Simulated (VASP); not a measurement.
Computed with LDA (Ceperley-Alder, Perdew-Zunger), VASP's LDA PAW potentials (set 64) (plane waves; VASP 6.6.1).

Input for VASP

### POSCAR
```
CdF2
1.0
  0.0000000000   2.6241604465   2.6241604465
  2.6241604465   0.0000000000   2.6241604465
  2.6241604465   2.6241604465   0.0000000000
Cd F
1 2
direct
  0.0000000000   0.0000000000   0.0000000000
  0.2500000000   0.2500000000   0.2500000000
  0.7500000000   0.7500000000   0.7500000000
```

**KPOINTS**
```
Automatic
0
Gamma
 7 7 7
```

**INCAR**
```
SYSTEM = CdF2
PREC = Accurate
ENCUT = 620
EDIFF = 1E-6
NELM = 100
ALGO = Normal
LREAL = .FALSE.
LASPH = .TRUE.
ISMEAR = 0
SIGMA = 0.05
LMAXMIX = 4
LWAVE = .FALSE.
LCHARG = .FALSE.
IBRION = 2
ISIF = 3
NSW = 40
EDIFFG = -0.02
PSTRESS = 100
```

POTCAR, in this order: Cd F (LDA.64 set). Program: vasp_std.

Energy and stress use the plane-wave basis of the starting cell.

Question: What does the run give for the energy per atom (σ→0), volume per atom?

Answer: 
```
Item                            Value
---------------------  --------------
energy per atom (σ→0)  -4.222 eV/atom
volume per atom        11.69 Å^3/atom
```

### OSZICAR
```
...
DAV:   2    -0.126792245639E+02    0.14997E+00   -0.52945E-01   685   0.744E+00    0.817E-01
DAV:   3    -0.126681697147E+02    0.11055E-01   -0.26388E-02   681   0.356E+00    0.844E-01
DAV:   4    -0.126667057250E+02    0.14640E-02   -0.40915E-03   753   0.876E-01    0.542E-01
DAV:   5    -0.126663326579E+02    0.37307E-03   -0.93189E-04   681   0.416E-01    0.445E-02
DAV:   6    -0.126662893220E+02    0.43336E-04   -0.15145E-04   849   0.306E-01    0.143E-02
DAV:   7    -0.126662917491E+02   -0.24271E-05   -0.23565E-05   686   0.587E-02    0.651E-03
DAV:   8    -0.126662917878E+02   -0.38713E-07   -0.21102E-06   501   0.238E-02
   3 F= -.10478087E+02 E0= -.10478087E+02  d E =-.173677E-01
```

The compound is CdF2 in the fluorite structure. This run relaxes it under an external pressure of 10 GPa. Symmetry was kept, so distortions that lower it aren't found.
